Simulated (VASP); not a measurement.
```
CELL_PARAMETERS angstrom
      0.00000     2.38294     2.38294
      2.38294     0.00000     2.38294
      2.38294     2.38294     0.00000
ATOMIC_POSITIONS crystal
  Na 0.00000 0.00000 0.00000
  H  0.50000 0.50000 0.50000
```

Computed with PBEsol GGA, VASP's PBE PAW potentials (set 64) (plane waves; VASP). Settings: 400 eV cut-off, 9×9×9 Γ-centred mesh, Gaussian smearing of 0.050 eV, potentials Na_pv H.

What does the run give for the energy per atom (σ→0)?

- energy per atom (σ→0) = -2.541 eV/atom

Total energies compare only between runs with the same potentials, cut-off and functional.

The compound is NaH in the rock salt structure. It was relaxed first, which changed the volume by -7 %. The start is the result of an earlier pass.
